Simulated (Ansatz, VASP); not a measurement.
## BN: VASP beside Ansatz

Wanted: the spread between two codes on one cell, functional and k mesh. The cell is taken from a series of runs on this material, whose earlier steps may have relaxed, scaled, displaced or heated it; both programs get it as it stands.

Main program and level: Ansatz 0.2.0; plane waves, with VASP 6.6.1 beside it; zone-centre phonons at PBE with D3(BJ).

## 1. The starting structure

The structure is hexagonal, space group P6_3/mmc (No. 194). The conventional cell has a = 2.507 Å, b = 2.507 Å, c = 6.740 Å, α = 90.00°, β = 90.00°, γ = 120.00°. B has 3 N at 1.45 Å nearest. Nearest to N lie 3 B at 1.45 Å. Farther neighbours and most contacts between anions are not listed.

## 2. VASP: zone-centre phonons, PBE with D3(BJ), pair 1

Second derivatives magnify differences that forces hide, and they need a tight electronic threshold.

Lines of VASP's logs that name or quote its potential files are left out, and so is its time.

INCAR reads:

```
SYSTEM = BN
PREC = Accurate
ENCUT = 600
EDIFF = 1E-08
NELM = 120
ISMEAR = 0
SIGMA = 0.01
LREAL = .FALSE.
ALGO = Normal
GGA = PE
IVDW = 12
NBANDS = 14
LORBIT = 11
LWAVE = .FALSE.
LCHARG = .FALSE.
ISIF = 2
IBRION = 6
NFREE = 2
POTIM = 0.015
NSW = 1
LASPH = .TRUE.
GGA_COMPAT = .FALSE.
EFERMI = MIDGAP
KPAR = 2
```

POSCAR reads:

```
BN
1.0
    2.5070456122      0.0000000000      0.0000000000
   -1.2535228061      2.1711651886      0.0000000000
    0.0000000000      0.0000000000      6.7403753499
B N
2 2
Direct
    0.3333333333      0.6666666667      0.2500000000
    0.6666666667      0.3333333333      0.7500000000
    0.3333333333      0.6666666667      0.7500000000
    0.6666666667      0.3333333333      0.2500000000
```

KPOINTS reads:

```
Automatic mesh
0
Gamma
12 12 4
0 0 0
```

The projector-augmented-wave data sets are B and N (PBE family, release 64).

Command:

```
> mpirun -np 2 vasp_std
```

Numbers of over 12 decimals in the logs are rounded to 6 here.

Output:

```text
[banner, memory and clock lines left out]
running    2 mpi-ranks, on    1 nodes
 distrk:  each k-point on    1 cores,    2 groups
 distr:  one band on    1 cores,    1 groups

 POSCAR found type information on POSCAR B N
 POSCAR found :  2 types and       4 ions
 LDA part: xc-table for (Slater+PW92), standard interpolation
 POSCAR, INCAR and KPOINTS ok, starting setup
 FFT: planning ... GRIDC
 FFT: planning ... GRID_SOFT
 FFT: planning ... GRID
 WAVECAR not read
 entering main loop
       N       E                     dE             d eps       ncg     rms          rms(c)
DAV:   1     0.694329230998E+02    0.69433E+02   -0.88984E+03  1596   0.119E+03
DAV:   2    -0.339248978044E+02   -0.10336E+03   -0.93173E+02  2262   0.268E+02
DAV:   3    -0.386849655872E+02   -0.47601E+01   -0.47243E+01  2094   0.582E+01
DAV:   4    -0.387262036930E+02   -0.41238E-01   -0.41214E-01  1890   0.578E+00
DAV:   5    -0.387266962585E+02   -0.49257E-03   -0.49242E-03  2094   0.625E-01    0.112E+01
DAV:   6    -0.355273480996E+02    0.31993E+01   -0.64045E+00  1980   0.211E+01    0.501E+00
DAV:   7    -0.352503021262E+02    0.27705E+00   -0.53419E-01  2004   0.612E+00    0.312E+00
DAV:   8    -0.351738736565E+02    0.76428E-01   -0.27510E-01  1914   0.373E+00    0.467E-01
DAV:   9    -0.351691706376E+02    0.47030E-02   -0.16660E-02  1848   0.113E+00    0.192E-01
DAV:  10    -0.351701603422E+02   -0.98970E-03   -0.13219E-03  1794   0.298E-01    0.359E-02
DAV:  11    -0.351702774913E+02   -0.11715E-03   -0.13517E-04  1944   0.105E-01    0.254E-02
DAV:  12    -0.351702817383E+02   -0.42470E-05   -0.31100E-05  1746   0.454E-02    0.394E-03
DAV:  13    -0.351702818777E+02   -0.13944E-06   -0.13051E-06  2106   0.892E-03    0.985E-04
DAV:  14    -0.351702819862E+02   -0.10844E-06   -0.19070E-07  1674   0.336E-03    0.269E-04
DAV:  15    -0.351702819863E+02   -0.12415E-09   -0.40725E-09  1668   0.538E-04
   1 F= -.35723283E+02 E0= -.35723283E+02  d E =0.000000E+00
[... from here on, the cycles between the ionic steps are left out ...]
   2 F= -.35718673E+02 E0= -.35718673E+02  d E =0.000000E+00
   3 F= -.35718673E+02 E0= -.35718673E+02  d E =0.000000E+00
   4 F= -.35721770E+02 E0= -.35721770E+02  d E =0.000000E+00
   5 F= -.35721770E+02 E0= -.35721770E+02  d E =0.000000E+00
   6 F= -.35718669E+02 E0= -.35718669E+02  d E =0.000000E+00
   7 F= -.35718669E+02 E0= -.35718669E+02  d E =0.000000E+00
   8 F= -.35721748E+02 E0= -.35721748E+02  d E =0.000000E+00
 Finite differences progress:
  Degree of freedom:   4/  4
  Displacement:        1/  2
  Total:               7/  8
 bond charge predicted
       N       E                     dE             d eps       ncg     rms          rms(c)
DAV:   1    -0.351709529981E+02   -0.22097E-02   -0.33322E+00  1932   0.140E+01    0.260E-01
DAV:   2    -0.351694794411E+02    0.14736E-02   -0.18008E-02  2454   0.144E+00    0.161E-01
DAV:   3    -0.351686988358E+02    0.78061E-03   -0.20330E-03  2454   0.455E-01    0.403E-02
DAV:   4    -0.351687406415E+02   -0.41806E-04   -0.41434E-04  2088   0.154E-01    0.107E-02
DAV:   5    -0.351687426889E+02   -0.20474E-05   -0.38677E-06  2592   0.177E-02    0.489E-03
DAV:   6    -0.351687433008E+02   -0.61189E-06   -0.96958E-07  2232   0.874E-03    0.717E-04
DAV:   7    -0.351687433212E+02   -0.20354E-07   -0.61935E-08  2304   0.216E-03    0.251E-04
DAV:   8    -0.351687433240E+02   -0.28206E-08   -0.36374E-09  1476   0.536E-04
   9 F= -.35721748E+02 E0= -.35721748E+02  d E =0.000000E+00
 Finite differences progress:
  Degree of freedom:   4/  4
  Displacement:        2/  2
  Total:               8/  8
```

Parts of OUTCAR (step 2):

```text
ion  position               nearest neighbor table
   1  0.333  0.667  0.250-   4 1.45   4 1.45   4 1.45
   2  0.667  0.333  0.750-   3 1.45   3 1.45   3 1.45
   3  0.333  0.667  0.750-   2 1.45   2 1.45   2 1.45
   4  0.667  0.333  0.250-   1 1.45   1 1.45   1 1.45

  LATTYP: Found a hexagonal cell.
 ALAT       =     2.5070456122
 C/A-ratio  =     2.6885730826

 Subroutine GETGRP returns: Found 24 space group operations
 (whereof 12 operations were pure point group operations)

The static configuration has the point symmetry D_3d.
 The point group associated with its full space group is D_6h.

 Found     57 irreducible k-points:

   k-points           NKPTS =     57   k-points in BZ     NKDIM =     57   number of bands    NBANDS=     14

   dimension x,y,z NGX =    20 NGY =   20 NGZ =   54
   dimension x,y,z NGXF=    40 NGYF=   40 NGZF=  108

   ENCUT  =  600.0 eV  44.10 Ry    6.64 a.u.   5.01  5.01 13.46*2*pi/ulx,y,z

   NELECT =      16.0000    total number of electrons

 k-points in reciprocal lattice and weights: Automatic mesh
   0.00000000  0.00000000  0.00000000       0.002
   0.08333333 -0.00000000  0.00000000       0.010
   0.16666667  0.00000000  0.00000000       0.010
   0.25000000 -0.00000000  0.00000000       0.010
   0.33333333  0.00000000  0.00000000       0.010
   0.41666667 -0.00000000  0.00000000       0.010
   0.50000000 -0.00000000  0.00000000       0.005
   0.08333333  0.08333333  0.00000000       0.010
   0.16666667  0.08333333  0.00000000       0.021
[...]
0.33333333  0.25000000  0.50000000       0.021
   0.33333333  0.33333333  0.50000000       0.003

 Edisp (eV)   -0.55301

 average (electrostatic) potential at core
       1 -29.1287       2 -29.1291       3 -65.0268       4 -65.0268

 E-fermi :   4.2841

 k-point     1 :       0.0000    0.0000    0.0000
  band No.  band energies     occupation
    ...
      4      -2.0147      2.00000
      5       0.8049      2.00000
      6       0.8049      2.00000
      7       0.8369      2.00000
      8       0.8369      2.00000
      9       7.3070      0.00000
     10      12.2702      0.00000
     11      13.6626      0.00000
     12      13.6626      0.00000
     13      13.7721      0.00000
    ...

 k-point     2 :       0.0833   -0.0000    0.0000
  band No.  band energies     occupation
    ...
      4      -1.8470      2.00000
      5       0.2476      2.00000
      6       0.2748      2.00000
      7       0.5453      2.00000
      8       0.5810      2.00000
      9       7.5544      0.00000
     10      12.1923      0.00000
     11      13.4941      0.00000
     12      13.6863      0.00000
     13      14.2542      0.00000
    ...

 k-point     3 :       0.1667    0.0000    0.0000
  band No.  band energies     occupation
    ...
      4      -1.3544      2.00000
      5      -1.1650      2.00000
      6      -1.1320      2.00000
      7      -0.0858      2.00000
      8      -0.0429      2.00000
      9       8.2048      0.00000
     10      11.8327      0.00000
     11      13.0917      0.00000
     12      13.2548      0.00000
     13      13.5928      0.00000
    ...

 Edisp (eV)   -0.55301

  Total      -0.05769    -0.05769    -0.17341     0.00000     0.00000     0.00000
  in kB      -2.51932    -2.51932    -7.57262     0.00000     0.00000     0.00000
  external pressure =       -4.20 kB  Pullay stress =        0.00 kB

  energy-cutoff  :      600.00
  volume of cell :       36.69
      direct lattice vectors                 reciprocal lattice vectors
     2.507045612  0.000000000  0.000000000     0.398875870  0.230291091  0.000000000
    -1.253522806  2.171165189  0.000000000     0.000000000  0.460582182  0.000000000
     0.000000000  0.000000000  6.740375350     0.000000000  0.000000000  0.148359690

 POSITION                                       TOTAL-FORCE (eV/Angst)
 -----------------------------------------------------------------------------------
     -0.00000      1.44744      1.68509        -0.000000      0.000000      0.010820
      1.25352      0.72372      5.05528         0.000000     -0.000000     -0.199379
     -0.00000      1.44744      5.04028        -0.000000      0.000000      0.204646
      1.25352      0.72372      1.68509         0.000000     -0.000000     -0.016088
 -----------------------------------------------------------------------------------
    total drift:                                0.000000     -0.000000      0.000171

  FREE ENERGIE OF THE ION-ELECTRON SYSTEM (eV)
  ---------------------------------------------------
  free  energy   TOTEN  =       -35.7217483330 eV

  energy  without entropy=      -35.7217483330  energy(sigma->0) =      -35.72174833

 Eigenvectors and eigenvalues of the dynamical matrix
 ----------------------------------------------------

   1 f  =   40.520737 THz   254.599298 2PiTHz 1351.626289 cm-1   167.580226 meV
             X         Y         Z           dx          dy          dz
     -0.000000  1.447443  1.685094     0.531190    0.000003   -0.000000
      1.253523  0.723722  5.055282     0.531190    0.000003    0.000000
     -0.000000  1.447443  5.055282    -0.466730   -0.000003    0.000000
      1.253523  0.723722  1.685094    -0.466730   -0.000003   -0.000000

   2 f  =   40.520737 THz   254.599298 2PiTHz 1351.626289 cm-1   167.580226 meV
             X         Y         Z           dx          dy          dz
     -0.000000  1.447443  1.685094     0.000003   -0.531190   -0.000000
      1.253523  0.723722  5.055282     0.000003   -0.531190    0.000000
     -0.000000  1.447443  5.055282    -0.000003    0.466730   -0.000000
      1.253523  0.723722  1.685094    -0.000003    0.466730    0.000000

   3 f  =   40.518254 THz   254.583696 2PiTHz 1351.543461 cm-1   167.569957 meV
             X         Y         Z           dx          dy          dz
     -0.000000  1.447443  1.685094     0.530980   -0.000006   -0.000000
      1.253523  0.723722  5.055282    -0.530980    0.000006    0.000000
     -0.000000  1.447443  5.055282     0.466969   -0.000005    0.000000
      1.253523  0.723722  1.685094    -0.466969    0.000005   -0.000000

   4 f  =   40.518254 THz   254.583696 2PiTHz 1351.543461 cm-1   167.569957 meV
             X         Y         Z           dx          dy          dz
     -0.000000  1.447443  1.685094    -0.000006   -0.530980   -0.000000
      1.253523  0.723722  5.055282     0.000006    0.530980    0.000000
     -0.000000  1.447443  5.055282    -0.000005   -0.466969   -0.000000
      1.253523  0.723722  1.685094     0.000005    0.466969    0.000000

   5 f  =   23.892171 THz   150.118936 2PiTHz  796.957030 cm-1    98.810034 meV
             X         Y         Z           dx          dy          dz
     -0.000000  1.447443  1.685094    -0.000000   -0.000000    0.529099
      1.253523  0.723722  5.055282     0.000000    0.000000   -0.529099
     -0.000000  1.447443  5.055282     0.000000    0.000000    0.469099
      1.253523  0.723722  1.685094    -0.000000   -0.000000   -0.469099

   6 f  =   22.437907 THz   140.981528 2PiTHz  748.448017 cm-1    92.795686 meV
             X         Y         Z           dx          dy          dz
     -0.000000  1.447443  1.685094    -0.000000    0.000000   -0.531125
      1.253523  0.723722  5.055282     0.000000   -0.000000   -0.531125
     -0.000000  1.447443  5.055282     0.000000   -0.000000    0.466804
      1.253523  0.723722  1.685094    -0.000000    0.000000    0.466804

   7 f  =    3.175796 THz    19.954115 2PiTHz  105.933154 cm-1    13.134031 meV
             X         Y         Z           dx          dy          dz
     -0.000000  1.447443  1.685094     0.000000    0.000000   -0.469099
      1.253523  0.723722  5.055282    -0.000000   -0.000000    0.469099
     -0.000000  1.447443  5.055282    -0.000000   -0.000000    0.529099
      1.253523  0.723722  1.685094     0.000000    0.000000   -0.529099

   8 f  =    1.220685 THz     7.669789 2PiTHz   40.717661 cm-1     5.048344 meV
             X         Y         Z           dx          dy          dz
     -0.000000  1.447443  1.685094    -0.466915   -0.007074   -0.000000
      1.253523  0.723722  5.055282     0.466915    0.007074   -0.000000
     -0.000000  1.447443  5.055282     0.530919    0.008044   -0.000000
      1.253523  0.723722  1.685094    -0.530919   -0.008044   -0.000000

   9 f  =    1.220685 THz     7.669789 2PiTHz   40.717661 cm-1     5.048344 meV
             X         Y         Z           dx          dy          dz
     -0.000000  1.447443  1.685094     0.007074   -0.466915    0.000000
      1.253523  0.723722  5.055282    -0.007074    0.466915    0.000000
     -0.000000  1.447443  5.055282    -0.008044    0.530919    0.000000
      1.253523  0.723722  1.685094     0.008044   -0.530919    0.000000

  10 f/i=    0.001754 THz     0.011019 2PiTHz    0.058496 cm-1     0.007253 meV
             X         Y         Z           dx          dy          dz
     -0.000000  1.447443  1.685094    -0.402946   -0.235523    0.000000
      1.253523  0.723722  5.055282    -0.402946   -0.235523    0.000000
     -0.000000  1.447443  5.055282    -0.458597   -0.268051    0.000000
      1.253523  0.723722  1.685094    -0.458597   -0.268051    0.000000

  11 f/i=    0.001754 THz     0.011019 2PiTHz    0.058496 cm-1     0.007253 meV
             X         Y         Z           dx          dy          dz
     -0.000000  1.447443  1.685094     0.235523   -0.402946    0.000000
      1.253523  0.723722  5.055282     0.235523   -0.402946    0.000000
     -0.000000  1.447443  5.055282     0.268051   -0.458597    0.000000
      1.253523  0.723722  1.685094     0.268051   -0.458597    0.000000

  12 f/i=    0.002147 THz     0.013489 2PiTHz    0.071611 cm-1     0.008879 meV
             X         Y         Z           dx          dy          dz
     -0.000000  1.447443  1.685094     0.000000   -0.000000   -0.466804
      1.253523  0.723722  5.055282     0.000000   -0.000000   -0.466804
     -0.000000  1.447443  5.055282     0.000000   -0.000000   -0.531125
      1.253523  0.723722  1.685094     0.000000   -0.000000   -0.531125

 ELASTIC MODULI CONTR FROM IONIC RELAXATION (kBar)
 Direction    XX          YY          ZZ          XY          YZ          ZX
 --------------------------------------------------------------------------------
 XX        -334.7529    334.7529      0.0000     -0.0000      0.0000      0.0000
 YY         334.7529   -334.7529     -0.0000      0.0000      0.0000      0.0000
 ZZ           0.0000     -0.0000     -0.0000     -0.0000      0.0000      0.0000
 XY          -0.0000      0.0000     -0.0000   -334.7529      0.0000      0.0000
 YZ           0.0000      0.0000      0.0000      0.0000      0.0000      0.0000
 ZX           0.0000      0.0000      0.0000      0.0000      0.0000      0.0000
 --------------------------------------------------------------------------------

 total charge
# of ion       s       p       d       tot
------------------------------------------
    1        0.743   1.421   0.000   2.164
    2        0.743   1.421   0.000   2.164
    3        1.222   2.785   0.000   4.007
    4        1.222   2.785   0.000   4.007
--------------------------------------------------
tot          3.931   8.412   0.000  12.343

[... 3 further parts left out ...]
```

Levels, forces or a CONTCAR printed for this step are those of its last displaced cell, not of the structure at rest.

(Continued in part 2 of 3.)

[Lines on the potential files, build, host, timing and source positions are cut from VASP's logs without a mark.]

[Logs are printed without paths, hosts, clocks, repeated set-up lines and the standing remarks that a program may print on its own settings, such as how far it seeks lower states.]

[Hosts, paths, dates, database ids (printed as entryN), source tags and the programs' standing remarks are cut or masked in the printed files.]
